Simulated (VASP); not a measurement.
Energy against volume of Ge (diamond). These are PW91 GGA, VASP's PBE PAW potentials (set 64) (plane waves; VASP) values and carry that method's errors. Numerical set-up: 520 eV cut-off, 11×11×11 Γ-centred mesh, first-order Methfessel-Paxton smearing of 0.10 eV, potentials Ge_d.

```tsv
V (Å³/atom)	E (eV/atom)
23.149	-4.53634
23.865	-4.54076
24.581	-4.53715
25.297	-4.52686
```

### Question
Fit these four points and predict the energy of the run at 22.433 Å³/atom.

### Answer
A cubic in V^(−2/3), the third-order Birch-Murnaghan form, passes through the four points with V0 = 23.88 Å³/atom and B0 = 60 GPa, and gives -4.5223 eV/atom there. The run gave -4.5224 eV/atom, -0.1 meV/atom from the fit; all five points give B0 = 59 GPa.

The compound is Ge in the diamond structure. It was relaxed first, which changed the volume by +5 %.
